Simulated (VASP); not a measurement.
Set up this calculation in VASP 6.6.1, as the native input.

```
Task                   : single point
Functional             : PBE
Potentials or basis    : VASP PAW PBE potentials, release 64 (Hf_pv, Ge_d)
Cutoff                 : 520 eV
k mesh                 : 8 × 8 × 7
Occupations            : fermi-dirac, width 0.05 eV
Spin                   : no spin polarisation
Further INCAR settings : ALGO = Normal; EDIFF = 1e-07; NBANDS = 19
```

The structure of HfGe lies in POSCAR:

```
HfGe
1.0
    3.2196660000      0.0000000000      0.0000000000
    0.0000000000      3.2196660000      0.0000000000
    0.0000000000      0.0000000000      4.1084277000
Hf Ge
1 1
Direct
    0.5000000000      0.5000000000      0.0000000000
    0.0000000000      0.0000000000      0.0000000000
```

The cell was built by a generator and needn't be a form met in nature.

These files were run (other wordings do the same):

INCAR

```
SYSTEM = HfGe
PREC = Accurate
ENCUT = 520
EDIFF = 1E-7
ISMEAR = -1
SIGMA = 0.05
LREAL = .False.
LASPH = .True.
NELM = 80
ALGO = Normal
ISIF = 2
LWAVE = .False.
LCHARG = .False.
GGA = PE
NBANDS = 19
```

KPOINTS

```
Automatic mesh
0
Gamma
  8 8 7
  0 0 0
```

Potentials or basis: VASP PAW PBE potentials, release 64 (Hf_pv, Ge_d).

Command:

```console
$ cat potpaw_PBE.64/Hf_pv/POTCAR potpaw_PBE.64/Ge_d/POTCAR > POTCAR
$ mpirun -np 1 vasp_std > vasp.out
```

It gave:

```yaml
Pressure: 61.3 GPa
Band_gap_on_the_k_mesh: none (metal or under the smearing width)
```

Caveat: a pressure of tens of GPa on the cell as given is suspect, and the run, the potentials or the cell itself is likely at fault.

Wall time 32 s on 1 thread of Intel(R) Xeon(R) Platinum 8559C (Emerald Rapids), on a shared host, peak memory 0.17 GiB.
